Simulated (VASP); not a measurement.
Calculation: PBEsol GGA, VASP's PBE PAW potentials (set 64) (plane waves; VASP 6.6.1).

Input for VASP

### INCAR
```
SYSTEM = SiO2
PREC = Accurate; ENCUT = 520; LREAL = .FALSE.
LASPH = .TRUE.
EDIFF = 1E-6; NELM = 100; ALGO = Normal
ISMEAR = 0; SIGMA = 0.05
GGA = PS
IBRION = 2; NSW = 60; ISIF = 3
EDIFFG = -0.02
LWAVE = .FALSE.; LCHARG = .FALSE.
```

POSCAR:
```
SiO2
1.0
  3.9940296375   2.3059536725   2.6290561959
 -3.9940296375   2.3059536725   2.6290561959
  0.0000000000  -4.6119083543   2.6290562001
Si O
3 6
Cartesian
  1.7206135302  -0.0000005047   3.9435842960
 -0.8603067651   1.4900944726   3.9435842950
 -0.8603067651  -1.4900954819   3.9435842969
 -1.5273946005  -0.0000005047   3.9435842960
  0.7636973002  -1.3227629859   3.9435842968
  0.7636973002   1.3227619766   3.9435842951
 -1.3302028446  -2.3079295204   2.6290561987
 -1.3302028446   2.3079285111   5.2581123932
 -1.3336239483   2.3059536725   2.6290561959
```

**KPOINTS**
```
Automatic mesh
0
Gamma
4 4 4
0 0 0
```

POTCAR, in this order: Si O (PBE.64 set). Program: vasp_std.

Output

**OUTCAR**
```
 ion  position               nearest neighbor table
   1  0.715  0.285  0.500-   7 1.62   8 1.62   5 1.63   6 1.63   2 2.98   3 2.98   3 3.09   2 3.09
  LATTYP: Found a trigonal (rhomboedric) cell.
 ALAT       =     5.3086377887
 COS(alpha) =    -0.1321041426
 Subroutine PRICEL returns:
 Original cell was already a primitive cell.
 Subroutine GETGRP returns: Found  6 space group operations
The static configuration has the point symmetry D_3 .
The dynamic configuration has the point symmetry D_3 .
 Subroutine INISYM returns: Found  6 space group operations
 Subroutine IBZKPT returns following result:
 Found     13 irreducible k-points:

 Following reciprocal coordinates:
            Coordinates               Weight
  0.000000  0.000000  0.000000      1.000000
  0.250000 -0.000000  0.000000      6.000000
  0.500000 -0.000000  0.000000      3.000000
  0.250000  0.250000  0.000000      6.000000
  0.500000  0.250000 -0.000000     12.000000
 -0.250000  0.250000  0.000000      6.000000
  0.500000  0.500000  0.000000      3.000000
  0.250000  0.250000  0.250000      2.000000
  0.500000  0.250000  0.250000      6.000000
...
```

File OSZICAR:
```
       N       E                     dE             d eps       ncg     rms          rms(c)
DAV:   1     0.347565249520E+03    0.34757E+03   -0.24644E+04   754   0.149E+03
DAV:   2    -0.537860497543E+02   -0.40135E+03   -0.39031E+03  1031   0.336E+02
DAV:   3    -0.821921734981E+02   -0.28406E+02   -0.28300E+02   874   0.103E+02
DAV:   4    -0.826434591176E+02   -0.45129E+00   -0.45040E+00   892   0.139E+01
DAV:   5    -0.826540793372E+02   -0.10620E-01   -0.10616E-01   869   0.210E+00    0.244E+01
DAV:   6    -0.739308673307E+02    0.87232E+01   -0.39001E+01   844   0.345E+01    0.117E+01
DAV:   7    -0.738299954538E+02    0.10087E+00   -0.93661E-01   911   0.542E+00    0.452E+00
DAV:   8    -0.737832410153E+02    0.46754E-01   -0.56370E-02   874   0.194E+00    0.144E+00
DAV:   9    -0.737895034459E+02   -0.62624E-02   -0.22109E-02   874   0.117E+00    0.373E-01
DAV:  10    -0.737954830719E+02   -0.59796E-02   -0.63883E-03   809   0.464E-01    0.109E-01
DAV:  11    -0.737959097521E+02   -0.42668E-03   -0.25134E-03   879   0.327E-01    0.551E-02
DAV:  12    -0.737959387782E+02   -0.29026E-04   -0.23745E-04   869   0.989E-02    0.335E-02
DAV:  13    -0.737959652097E+02   -0.26431E-04   -0.62446E-05   864   0.507E-02    0.146E-02
DAV:  14    -0.737959665234E+02   -0.13137E-05   -0.98646E-06   879   0.226E-02    0.415E-03
DAV:  15    -0.737959670835E+02   -0.56016E-06   -0.29137E-06   736   0.123E-02
   1 F= -.73795967E+02 E0= -.73795967E+02  d E =-.737960E+02
       N       E                     dE             d eps       ncg     rms          rms(c)
DAV:   1    -0.737962481140E+02   -0.28159E-03   -0.20695E-02   809   0.105E+00    0.770E-02
DAV:   2    -0.737961484604E+02    0.99654E-04   -0.43903E-04   884   0.180E-01    0.393E-02
DAV:   3    -0.737961134713E+02    0.34989E-04   -0.17137E-04   884   0.109E-01    0.195E-02
DAV:   4    -0.737961093847E+02    0.40866E-05   -0.29547E-05   879   0.453E-02    0.788E-03
DAV:   5    -0.737961082315E+02    0.11532E-05   -0.76435E-06   884   0.200E-02    0.237E-03
DAV:   6    -0.737961081780E+02    0.53536E-07   -0.80292E-07   542   0.796E-03
   2 F= -.73796108E+02 E0= -.73796108E+02  d E =-.141094E-03
```

File OUTCAR:
```
------------------------ aborting loop because EDIFF is reached ----------------------------------------
  FORCE on cell =-STRESS in cart. coord.  units (eV):
  Direction    XX          YY          ZZ          XY          YZ          ZX
  --------------------------------------------------------------------------------------
  Total        0.0479265      0.0479265     -0.0401874     -0.0000000      0.0000000      0.0000000
  in kB        0.5286137      0.5286137     -0.4432542     -0.0000000      0.0000001      0.0000000
  external PRESSURE =       0.2046577 kB  Pullay stress =       0.0000000 kB
  volume of cell :      145.26
      direct lattice vectors                 reciprocal lattice vectors
     3.995012076  2.306520883  2.627368651     0.125156067  0.072258892  0.126869656
    -3.995012076  2.306520883  2.627368651    -0.125156067  0.072258892  0.126869656
     0.000000000 -4.613042776  2.627368654     0.000000000 -0.144517783  0.126869628
 POSITION                                       TOTAL-FORCE (eV/Angst)
 -----------------------------------------------------------------------------------
      1.71995     -0.00000      3.94105         0.000057      0.000000     -0.000000
     -0.85997      1.48952      3.94105        -0.000029      0.000050     -0.000000
     -0.85997     -1.48952      3.94105        -0.000029     -0.000050      0.000000
     -1.52841     -0.00000      3.94105         0.002879     -0.000000     -0.000000
      0.76421     -1.32364      3.94105        -0.001440      0.002493     -0.000000
      0.76421      1.32364      3.94105        -0.001440     -0.002493      0.000000
     -1.33083     -2.30798      2.62737        -0.006710      0.011622     -0.000000
     -1.33083      2.30797      5.25474        -0.006710     -0.011622      0.000000
     -1.33335      2.30652      2.62737         0.013419     -0.000000      0.000000
 -----------------------------------------------------------------------------------
    total drift:                               -0.000013      0.000000     -0.000000
  FREE ENERGIE OF THE ION-ELECTRON SYSTEM (eV)
  ---------------------------------------------------
  free  energy   TOTEN  =       -73.7961081780 eV

  energy  without entropy=      -73.7961081780  energy(sigma->0) =      -73.79610818

 reached required accuracy - stopping structural energy minimisation
```
(Selected blocks of OUTCAR.)

### CONTCAR
```
SiO2
   1.00000000000000
     3.9950120755518035    2.3065208834493371    2.6273686506997715
    -3.9950120755518035    2.3065208834493371    2.6273686506997715
     0.0000000000000000   -4.6130427758002641    2.6273686543298753
  Si              O
     3     6
Direct
     0.7152619653733310    0.2847380346266691    0.5000000000000000
     0.5000000000000000    0.7152619653733310    0.2847380346266691
     0.2847380346266691    0.5000000000000000    0.7152619653733310
     0.3087100026592902    0.6912899973407097    0.5000000000000000
     0.5000000000000000    0.3087100026592902    0.6912899973407097
     0.6912899973407097    0.5000000000000000    0.3087100026592902
     0.0000000000000000    0.3331232524272366    0.6668767475727634
     0.6668767475727634    1.0000000000000000    0.3331232524272366
     0.3331232524272366    0.6668767475727634    0.0000000000000000
```

### OUTCAR
```
 val. band max:       -0.9551905424   @ k =   0.0000   0.0000   0.0000

 cond. band min:       4.6840330714   @ k =   0.0000   0.0000   0.0000


 Fermi energy:        -0.7097736548

 k-point     1 :       0.0000    0.0000    0.0000
  band No.  band energies     occupation
      1     -20.1812      2.00000
      2     -18.6208      2.00000
      3     -18.6208      2.00000
      4     -18.1992      2.00000
      5     -18.0543      2.00000
      6     -18.0543      2.00000
      7      -9.2050      2.00000
      8      -9.2050      2.00000
      9      -6.5653      2.00000
     10      -5.8569      2.00000
     11      -5.8569      2.00000
     12      -5.4895      2.00000
     13      -4.6627      2.00000
     14      -3.5177      2.00000
     15      -3.5177      2.00000
     16      -2.7429      2.00000
     17      -2.6797      2.00000
     18      -2.6797      2.00000
     19      -2.6071      2.00000
     20      -1.7993      2.00000
     21      -1.7993      2.00000
     22      -1.3127      2.00000
     23      -1.3127      2.00000
     24      -0.9552      2.00000
     25       4.6840      0.00000
     26       8.1489      0.00000
     27       8.2778      0.00000
     28       8.2778      0.00000
     29       8.2917      0.00000

 k-point     2 :       0.2500   -0.0000    0.0000
  band No.  band energies     occupation
      1     -20.0809      2.00000
      2     -18.9803      2.00000
      3     -18.4239      2.00000
      4     -18.1667      2.00000
      5     -18.0951      2.00000
      6     -18.0113      2.00000
      7      -9.5711      2.00000
      8      -8.5428      2.00000
      9      -6.5647      2.00000
     10      -6.0175      2.00000
     11      -5.8049      2.00000
     12      -5.5738      2.00000
     13      -4.6357      2.00000
     14      -3.5796      2.00000
     15      -3.3985      2.00000
     16      -3.0231      2.00000
     17      -2.6662      2.00000
     18      -2.6556      2.00000
     19      -2.5436      2.00000
...
```

The structure comes from a computed database's SiO2 entry (R32); how it stands against other phases isn't given here. This run relaxes it. Symmetry was kept, so distortions that lower it aren't found. The start is the result of an earlier pass.
